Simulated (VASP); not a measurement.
# Ti3S2 (R32) in VASP: reference runs, part 2 of 2

VASP 6.6.1. Earlier steps stand in the parts before.

## (6) Equation of state, PBEsol, 16.84 Å³/atom (volume scaled by 1.02)

Contents of INCAR:

```
SYSTEM = Ti3S2
  PREC = Accurate
  ENCUT = 520
  EDIFF = 1E-7
  ISMEAR = -1
  SIGMA = 0.05
  LREAL = .False.
  LASPH = .True.
  NELM = 100
  ALGO = Normal
  ISIF = 2
  LWAVE = .False.
  LCHARG = .False.
  GGA = PS
  NBANDS = 32
  KPAR = 2
```

Contents of KPOINTS:

```
Automatic mesh
0
Gamma
  6 6 6
  0 0 0
```

Contents of POSCAR:

```
Ti3S2
1.0
    2.7310820896      1.5767909796      3.2590602111
   -2.7310820896      1.5767909796      3.2590602111
    0.0000000000     -3.1535819592      3.2590602111
Ti S
3 2
Direct
    0.0000000000      0.3356550000      0.6643450000
    0.6643450000      0.0000000000      0.3356550000
    0.3356550000      0.6643450000      0.0000000000
    0.1678390000      0.1678390000      0.1678390000
    0.8321610000      0.8321610000      0.8321610000
```

Potentials or basis: VASP PAW PBE potentials, release 64 (Ti_sv, S).

Run with:

```console
cat potpaw_PBE.64/Ti_sv/POTCAR potpaw_PBE.64/S/POTCAR > POTCAR
mpirun -np 2 vasp_std > vasp.out
```

OUTCAR:

```text
SYSTEM = Ti3S2
   PREC = Accurate
   ENCUT = 520
   EDIFF = 1E-7
   ISMEAR = -1
   LREAL = .False.
   LASPH = .True.
   NELM = 100
   ISIF = 2
   GGA = PS

 Found     32 irreducible k-points:

 Following reciprocal coordinates:
            Coordinates               Weight
  0.000000  0.000000  0.000000      1.000000
  0.166667  0.000000  0.000000      6.000000
  0.333333  0.000000  0.000000      6.000000
  0.500000  0.000000  0.000000      3.000000
  0.166667  0.166667  0.000000      6.000000
  0.333333  0.166667  0.000000     12.000000
   k-points           NKPTS =     32   k-points in BZ     NKDIM =     32   number of bands    NBANDS=     32
   number of dos      NEDOS =    301   number of ions     NIONS =      5
   total plane-waves  NPLWV =  46656
   dimension x,y,z NGX =    36 NGY =   36 NGZ =   36
   dimension x,y,z NGXF=    72 NGYF=   72 NGZF=   72
   ions per type =               3   2
   NGX,Y,Z   is equivalent  to a cutoff of  13.20, 13.20, 13.20 a.u.
   NGXF,Y,Z  is equivalent  to a cutoff of  26.39, 26.39, 26.39 a.u.
 SYSTEM =  Ti3S2
   PREC   = accura    normal or accurate (medium, high low for compatibility)
   ISTART =      0    job   : 0-new  1-cont  2-samecut
[... 59 lines left out ...]
 cond. band min:       8.2441567100   @ k =   0.5000   0.1667   0.1667
 fundamental gap:      0.0431690340
 Fermi energy:         8.2124984439

 k-point     1 :       0.0000    0.0000    0.0000
  band No.  band energies     occupation
      1     -48.5877      2.00000
      2     -48.5421      2.00000
      3     -48.5421      2.00000
      4     -25.0453      2.00000
      5     -25.0453      2.00000
      6     -24.9932      2.00000
[... 199 lines left out ...]
     31      10.7069      0.00000
     32      10.8517      0.00000

 [... further k-points ...]

------------------------ aborting loop because EDIFF is reached ----------------------------------------

  FORCE on cell =-STRESS in cart. coord.  units (eV):
  Direction    XX          YY          ZZ          XY          YZ          ZX
  --------------------------------------------------------------------------------------
  -------------------------------------------------------------------------------------
  Total       -3.2715694     -3.2715694     -3.7904837      0.0000000      0.0000000     -0.0000000
  in kB      -62.2463957    -62.2463957    -72.1194998      0.0000000      0.0000000     -0.0000000
  external PRESSURE =     -65.5374304 kB  Pullay stress =       0.0000000 kB

 VOLUME and BASIS-vectors are now :
 -----------------------------------------------------------------------------
  energy-cutoff  :      520.00
  volume of cell :       84.21
      direct lattice vectors                 reciprocal lattice vectors
     2.731082090  1.576790980  3.259060211     0.183077617  0.105699911  0.102278974
    -2.731082090  1.576790980  3.259060211    -0.183077617  0.105699911  0.102278974
     0.000000000 -3.153581959  3.259060211     0.000000000 -0.211399823  0.102278974

 POSITION                                       TOTAL-FORCE (eV/Angst)
 -----------------------------------------------------------------------------------
     -0.91670     -1.56581      3.25906         0.039759     -0.068865      0.000000
      1.81438     -0.01098      3.25906         0.039759      0.068865      0.000000
     -0.89768      1.57679      3.25906        -0.079518     -0.000000      0.000000
      0.00000      0.00000      1.64099        -0.000000     -0.000000      0.038240
      0.00000      0.00000      8.13619        -0.000000      0.000000     -0.038240
 -----------------------------------------------------------------------------------
    total drift:                                0.000000      0.000000     -0.000000

  FREE ENERGIE OF THE ION-ELECTRON SYSTEM (eV)
  ---------------------------------------------------
  free  energy   TOTEN  =       -38.9913671312 eV

  energy  without entropy=      -38.9713399056  energy(sigma->0) =      -38.98135352
```

OSZICAR:

```text
N       E                     dE             d eps       ncg     rms          rms(c)
DAV:   1     0.610943084055E+03    0.61094E+03   -0.23718E+04  2048   0.174E+03
DAV:   2     0.389262143047E+02   -0.57202E+03   -0.55440E+03  2056   0.527E+02
DAV:   3    -0.361117051876E+02   -0.75038E+02   -0.72578E+02  3208   0.164E+02
DAV:   4    -0.436931414695E+02   -0.75814E+01   -0.75102E+01  3312   0.464E+01
DAV:   5    -0.440604737918E+02   -0.36733E+00   -0.36714E+00  2952   0.940E+00    0.198E+01
DAV:   6    -0.389931352483E+02    0.50673E+01   -0.32819E+01  2872   0.419E+01    0.689E+00
DAV:   7    -0.390042304023E+02   -0.11095E-01   -0.22015E+00  3048   0.974E+00    0.430E+00
DAV:   8    -0.389909324652E+02    0.13298E-01   -0.20812E-01  2760   0.259E+00    0.724E-01
DAV:   9    -0.389902399656E+02    0.69250E-03   -0.29267E-02  3288   0.922E-01    0.494E-01
DAV:  10    -0.389913137694E+02   -0.10738E-02   -0.44549E-03  2656   0.545E-01    0.916E-02
DAV:  11    -0.389913589977E+02   -0.45228E-04   -0.41547E-04  3360   0.120E-01    0.409E-02
DAV:  12    -0.389913681207E+02   -0.91229E-05   -0.39860E-05  2480   0.493E-02    0.105E-02
DAV:  13    -0.389913669329E+02    0.11878E-05   -0.10902E-05  3152   0.183E-02    0.273E-03
DAV:  14    -0.389913672213E+02   -0.28842E-06   -0.17716E-06  2912   0.932E-03    0.155E-03
DAV:  15    -0.389913671104E+02    0.11089E-06   -0.20603E-07  2072   0.350E-03    0.423E-04
DAV:  16    -0.389913671312E+02   -0.20752E-07   -0.29963E-08  1760   0.126E-03
   1 F= -.38991367E+02 E0= -.38981354E+02  d E =-.200272E-01
```

stdout:

```text
POSCAR found type information on POSCAR TiS
 POSCAR found :  2 types and       5 ions
 scaLAPACK will be used
 -----------------------------------------------------------------------------
|                                                                             |
|                                                                             |
|     You enforced a specific xc type in the INCAR file but a different       |
|     I HOPE YOU KNOW WHAT YOU ARE DOING!                                     |
|                                                                             |
 -----------------------------------------------------------------------------

 LDA part: xc-table for (Slater+PW92), standard interpolation
 POSCAR, INCAR and KPOINTS ok, starting setup
 FFT: planning ... GRIDC
 FFT: planning ... GRID_SOFT
 FFT: planning ... GRID
 WAVECAR not read
 entering main loop
```

Run time: 45 s. Hardware: 2 MPI ranks of Intel Xeon Platinum 8259CL at 2.50GHz (Skylake/Cascade Lake), shared host; peak memory 0.23 GiB.

Results:

```
Free energy            : -38.9914 eV
Pressure               : -6.6 GPa
Largest force          : 0.080 eV/Å
Band gap on the k mesh : none (metal or under the smearing width)
```

Caveat: the PAW data sets were made with another functional, which shifts forces and pressure a little.

## (7) Equation of state, PBEsol, 17.17 Å³/atom (volume scaled by 1.04)

INCAR is that of step 6.

KPOINTS is that of step 6.

Edit POSCAR of step 6 so:

```diff
@@ -2,5 +2,5 @@
 1.0
-    2.7310820896      1.5767909796      3.2590602111
-   -2.7310820896      1.5767909796      3.2590602111
-    0.0000000000     -3.1535819592      3.2590602111
+    2.7488168858      1.5870301690      3.2802235327
+   -2.7488168858      1.5870301690      3.2802235327
+    0.0000000000     -3.1740603379      3.2802235327
 Ti S
```

Run with:

```console
cat potpaw_PBE.64/Ti_sv/POTCAR potpaw_PBE.64/S/POTCAR > POTCAR
mpirun -np 2 vasp_std > vasp.out
```

It took 44 s on 2 MPI ranks of Intel Xeon Platinum 8259CL at 2.50GHz (Skylake/Cascade Lake), shared host; peak memory 0.23 GiB.

It converged, with:

| Item | Value |
| --- | --- |
| Free energy | -38.9139 eV |
| Pressure | -8.6 GPa |
| Largest force | 0.119 eV/Å |
| Band gap on the k mesh | none (metal or under the smearing width) |

Caveat: the PAW data sets were made with another functional, which shifts forces and pressure a little.

## (8) Equation of state, PBEsol, 17.50 Å³/atom (volume scaled by 1.06)

INCAR is that of step 7.

KPOINTS is that of step 7.

Edit POSCAR of step 7 so:

```diff
@@ -2,5 +2,5 @@
 1.0
-    2.7488168858      1.5870301690      3.2802235327
-   -2.7488168858      1.5870301690      3.2802235327
-    0.0000000000     -3.1740603379      3.2802235327
+    2.7663257457      1.5971389139      3.3011172395
+   -2.7663257457      1.5971389139      3.3011172395
+    0.0000000000     -3.1942778279      3.3011172395
 Ti S
```

Run with:

```console
cat potpaw_PBE.64/Ti_sv/POTCAR potpaw_PBE.64/S/POTCAR > POTCAR
mpirun -np 2 vasp_std > vasp.out
```

Run time: 47 s. Hardware: 2 MPI ranks of Intel Xeon Platinum 8259CL at 2.50GHz (Skylake/Cascade Lake), shared host; peak memory 0.23 GiB.

Results (log left out):

```yaml
Free_energy: -38.8166 eV
Pressure: -10.4 GPa
Largest_force: 0.155 eV/Å
Band_gap_on_the_k_mesh: none (metal or under the smearing width)
```

Caveat: the PAW data sets were made with another functional, which shifts forces and pressure a little.

## (9) Single point, PBEsol (atoms moved at random, drawn with an rms of 0.05 Å)

INCAR is that of step 8.

KPOINTS is that of step 8.

Contents of POSCAR:

```
Ti3S2
1.0
    2.7131139241      1.5664170544      3.2376184047
   -2.7131139241      1.5664170544      3.2376184047
    0.0000000000     -3.1328341088      3.2376184047
Ti S
3 2
Direct
    0.0050380000      0.3388620000      0.6543340000
    0.6614490000      0.0070210000      0.3345490000
    0.3325830000      0.6591530000     -0.0001120000
    0.1489870000      0.1921150000      0.1645920000
    0.8377220000      0.8379890000      0.8277830000
```

Potentials or basis: VASP PAW PBE potentials, release 64 (Ti_sv, S).

Run with:

```console
cat potpaw_PBE.64/Ti_sv/POTCAR potpaw_PBE.64/S/POTCAR > POTCAR
mpirun -np 2 vasp_std > vasp.out
```

OUTCAR:

```text
SYSTEM = Ti3S2
   PREC = Accurate
   ENCUT = 520
   EDIFF = 1E-7
   ISMEAR = -1
   LREAL = .False.
   LASPH = .True.
   NELM = 100
   ISIF = 2
   GGA = PS

 ion  position               nearest neighbor table
   1  0.005  0.339  0.654-   4 2.35   4 2.43   5 2.43   5 2.44
   2  0.661  0.007  0.335-   4 2.42   5 2.42   5 2.46   4 2.48
   3  0.333  0.659  1.000-   4 2.33   5 2.42   5 2.47   4 2.56
   4  0.149  0.192  0.165-   3 2.33   1 2.35   2 2.42   1 2.43   2 2.48   3 2.56
   5  0.838  0.838  0.828-   3 2.42   2 2.42   1 2.43   1 2.44   2 2.46   3 2.47

  LATTYP: Found a trigonal (rhomboedric) cell.
 ALAT       =     4.5051994948
 COS(alpha) =     0.2746660548

  Lattice vectors:

 A1 = (   2.7131139241,   1.5664170544,   3.2376184047)
 A2 = (  -2.7131139241,   1.5664170544,   3.2376184047)
 A3 = (   0.0000000000,  -3.1328341088,   3.2376184047)

Analysis of symmetry for initial positions (statically):
=====================================================================
 Subroutine PRICEL returns:
 Original cell was already a primitive cell.

[... 177 lines left out ...]

 val. band max:        8.4309482499   @ k =   0.3333  -0.0000   0.0000
 cond. band min:       8.4702020343   @ k =   0.0000   0.0000   0.0000
 fundamental gap:      0.0392537844
 Fermi energy:         8.4389758957

 k-point     1 :       0.0000    0.0000    0.0000
  band No.  band energies     occupation
      1     -48.3287      2.00000
      2     -48.2855      2.00000
      3     -48.2612      2.00000
      4     -24.7931      2.00000
      5     -24.7876      2.00000
      6     -24.7458      2.00000
[... 829 lines left out ...]
     31      10.8643      0.00000
     32      10.9713      0.00000

 [... further k-points ...]

------------------------ aborting loop because EDIFF is reached ----------------------------------------

  FORCE on cell =-STRESS in cart. coord.  units (eV):
  Direction    XX          YY          ZZ          XY          YZ          ZX
  --------------------------------------------------------------------------------------
  -------------------------------------------------------------------------------------
  Total       -2.7524912     -1.2623978     -2.0542808     -0.7061094      0.0106113     -0.1051537
  in kB      -53.4175758    -24.4993453    -39.8674123    -13.7034595      0.2059327     -2.0407164
  external PRESSURE =     -39.2614445 kB  Pullay stress =       0.0000000 kB

 VOLUME and BASIS-vectors are now :
 -----------------------------------------------------------------------------
  energy-cutoff  :      520.00
  volume of cell :       82.56
      direct lattice vectors                 reciprocal lattice vectors
     2.713113924  1.566417054  3.237618405     0.184290087  0.106399931  0.102956338
    -2.713113924  1.566417054  3.237618405    -0.184290087  0.106399931  0.102956338
     0.000000000 -3.132834109  3.237618405     0.000000000 -0.212799862  0.102956338

 POSITION                                       TOTAL-FORCE (eV/Angst)
 -----------------------------------------------------------------------------------
     -0.90570     -1.51123      3.23190        -0.396305     -0.384511      0.293345
      1.77554     -0.00098      3.24739        -0.114987      0.049858     -0.383484
     -0.88602     -1.57901      6.44812        -0.411661      0.721723      0.931452
     -0.11701      0.01867      1.63724         1.229738     -0.072366     -0.465317
     -0.00072      0.03156      8.10536        -0.306785     -0.314704     -0.375996
 -----------------------------------------------------------------------------------
    total drift:                               -0.000097     -0.000165      0.000206

  FREE ENERGIE OF THE ION-ELECTRON SYSTEM (eV)
  ---------------------------------------------------
  free  energy   TOTEN  =       -38.9303826123 eV

  energy  without entropy=      -38.9102604397  energy(sigma->0) =      -38.92032153
```

It took 2.6 min on 2 MPI ranks of Intel Xeon Platinum 8259CL at 2.50GHz (Skylake/Cascade Lake), shared host; peak memory 0.36 GiB.

Results:

| Quantity | Value |
| --- | --- |
| Free energy | -38.9304 eV |
| Pressure | -3.9 GPa |
| Largest force | 1.317 eV/Å |
| Band gap on the k mesh | none (metal or under the smearing width) |

Forces in eV/Å, atoms in the order of the input:
```
Ti  -0.396 -0.385  0.293
Ti  -0.115  0.050 -0.383
Ti  -0.412  0.722  0.931
S    1.230 -0.072 -0.465
S   -0.307 -0.315 -0.376
```

Caveat: the PAW data sets were made with another functional, which shifts forces and pressure a little.

## (10) Equation of state, PBEsol

Potentials or basis: VASP PAW PBE potentials, release 64 (Ti_sv, S).

No new run: the results of the series are fitted here.

Results:

```
Equilibrium volume                        : 15.98 Å³/atom
Bulk modulus at fixed shape and positions : 139 GPa
Pressure derivative of the bulk modulus   : 4.4
```

Energy against volume, from the lowest point:
| volume (Å³/atom) | energy (meV/atom) |
| --- | --- |
| 15.521 | 5.63 |
| 15.851 | 0.00 |
| 16.181 | 0.55 |
| 16.511 | 6.64 |
| 16.842 | 17.70 |
| 17.172 | 33.19 |
| 17.502 | 52.66 |

Caveat: the cell was scaled at fixed shape and fractional positions, which overstates the stiffness of a crystal with free parameters, most of all of layers and chains; the PAW data sets were made with another functional, which shifts forces and pressure a little.

## (11) The runs side by side

```tsv
task	cell	gap on the mesh (eV)	pressure (GPa)	largest force (eV/Å)
single point	as given	none	-4.3	0.04
single point	atoms moved at random, drawn with an rms of 0.05 Å	none	-3.9	1.32
equation of state	as given	-	-	-
```

Alike in all rows: level PBEsol; potentials or basis VASP PAW PBE potentials, release 64 (Ti_sv, S); no spin polarisation; k mesh 6 × 6 × 6; cutoff (eV) 520; smearing fermi-dirac 0.05 eV.

Caveats: the PAW data sets were made with another functional, which shifts forces and pressure a little; the cell was scaled at fixed shape and fractional positions, which overstates the stiffness of a crystal with free parameters, most of all of layers and chains (some runs).

Absolute energies hang on the potentials; compare differences alone.
